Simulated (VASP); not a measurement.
Consider the following.

```
CELL_PARAMETERS angstrom
     -1.59732     1.59732     1.59732
      1.59732    -1.59732     1.59732
      1.59732     1.59732    -1.59732
ATOMIC_POSITIONS crystal
  Mo 0.00000 0.00000 0.00000
```

Level of theory: PBEsol GGA, VASP's PBE PAW potentials (set 64) (plane waves; VASP). Settings: 520 eV cut-off, 16×16×16 Γ-centred mesh, first-order Methfessel-Paxton smearing of 0.10 eV, potentials Mo_sv.

Task: What does the run give for the energy per atom (σ→0), pressure, band gap (on the k-mesh) with the smallest direct gap where there is one?

Result: 
```json
{
  "band gap (on the k-mesh)": "none (metal, semimetal or under 0.01 eV)",
  "energy per atom (σ→0)": "-11.737 eV/atom",
  "pressure": "-14.97 GPa"
}
```

Total energies compare only between runs with the same potentials, cut-off and functional.

The compound is Mo in the bcc structure. This cell is one point of a volume scan, at 1.06 of the reference volume.
